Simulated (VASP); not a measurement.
OSZICAR of a VASP run on Ni (fcc):

### OSZICAR
```
       N       E                     dE             d eps       ncg     rms          rms(c)
DAV:   1     0.213591371714E+02    0.21359E+02   -0.46087E+03  5396   0.135E+03
DAV:   2    -0.611803245142E+01   -0.27477E+02   -0.26420E+02  5275   0.161E+02
DAV:   3    -0.648987719157E+01   -0.37184E+00   -0.37131E+00  6137   0.251E+01
DAV:   4    -0.649333182217E+01   -0.34546E-02   -0.34542E-02  6034   0.208E+00
DAV:   5    -0.649343059819E+01   -0.98776E-04   -0.98775E-04  5983   0.302E-01    0.995E+00
DAV:   6    -0.581524598069E+01    0.67818E+00   -0.16993E+01  5464   0.668E+01    0.594E+00
DAV:   7    -0.548895530125E+01    0.32629E+00   -0.28460E+00  5506   0.257E+01    0.192E+00
DAV:   8    -0.547328531742E+01    0.15670E-01   -0.21339E-02  7358   0.171E+00    0.930E-01
DAV:   9    -0.547097772618E+01    0.23076E-02   -0.17044E-03  7667   0.413E-01    0.250E-01
DAV:  10    -0.547045377912E+01    0.52395E-03   -0.69846E-04  6815   0.227E-01    0.340E-02
DAV:  11    -0.547045767103E+01   -0.38919E-05   -0.23195E-05  6826   0.578E-02    0.318E-02
DAV:  12    -0.547045843296E+01   -0.76193E-06   -0.93287E-07  6403   0.124E-02    0.839E-03
DAV:  13    -0.547045849370E+01   -0.60736E-07   -0.33342E-07  4808   0.660E-03
   1 F= -.54704585E+01 E0= -.54706096E+01  d E =0.453198E-03  mag=     0.5935
```

Question: Which electronic solver shows in the log?

Answer: It is blocked Davidson (ALGO = Normal, or the opening steps of other solvers). The INCAR had ALGO = Normal.

Question: How was spin treated?

Answer: Collinear spin (ISPIN = 2): the summary line carries one mag value, 0.59 μB in the cell.

Question: Can the final energy be trusted as converged?

Answer: The calculation finished and met its thresholds. It stopped with EDIFF = 1E-7, NELM = 100 (PBE GGA, plane waves, VASP's PBE PAW potentials (set 64)).

The compound is Ni in the fcc structure. It was relaxed first.
